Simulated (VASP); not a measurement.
OSZICAR of a VASP run on GaAs$_{4}$B$_{3}$ (ordered alloy cell):

OSZICAR:
```
       N       E                     dE             d eps       ncg     rms          rms(c)
DAV:   1     0.271951004251E+03    0.27195E+03   -0.18697E+04   544   0.177E+03
DAV:   2    -0.113136233161E+02   -0.28326E+03   -0.27476E+03   584   0.375E+02
DAV:   3    -0.444208442652E+02   -0.33107E+02   -0.31927E+02   644   0.113E+02
DAV:   4    -0.456332424135E+02   -0.12124E+01   -0.12049E+01   676   0.210E+01
DAV:   5    -0.456611098159E+02   -0.27867E-01   -0.27798E-01   688   0.278E+00    0.801E+00
DAV:   6    -0.445229875631E+02    0.11381E+01   -0.25191E+00   686   0.123E+01    0.408E+00
DAV:   7    -0.443291855342E+02    0.19380E+00   -0.56453E-01   618   0.366E+00    0.168E+00
DAV:   8    -0.443066039201E+02    0.22582E-01   -0.65487E-02   670   0.160E+00    0.217E-01
DAV:   9    -0.443073304521E+02   -0.72653E-03   -0.42739E-03   644   0.495E-01    0.894E-02
DAV:  10    -0.443075190882E+02   -0.18864E-03   -0.77697E-04   722   0.190E-01    0.259E-02
DAV:  11    -0.443075147725E+02    0.43156E-05   -0.74890E-05   676   0.485E-02    0.140E-02
DAV:  12    -0.443075174013E+02   -0.26288E-05   -0.86929E-06   642   0.232E-02    0.341E-03
DAV:  13    -0.443075179670E+02   -0.56565E-06   -0.13676E-06   416   0.758E-03
   1 F= -.44307518E+02 E0= -.44307518E+02  d E =-.443075E+02
```

Which electronic solver shows in the log?

It is blocked Davidson (ALGO = Normal, or the opening steps of other solvers). The INCAR had ALGO = Normal.

Can the final energy be trusted as converged?

The calculation finished and met its thresholds. It stopped with EDIFF = 1E-6, NELM = 100, NSW = 60 and EDIFFG = -0.02 after 1 ionic step (PBEsol GGA, plane waves, VASP's PBE PAW potentials (set 64)).

The structure was generated: GaAs4B3 was put into an ordered model structure (P-43m), which need not be its known phase. It was relaxed first. The start is the result of an earlier pass.
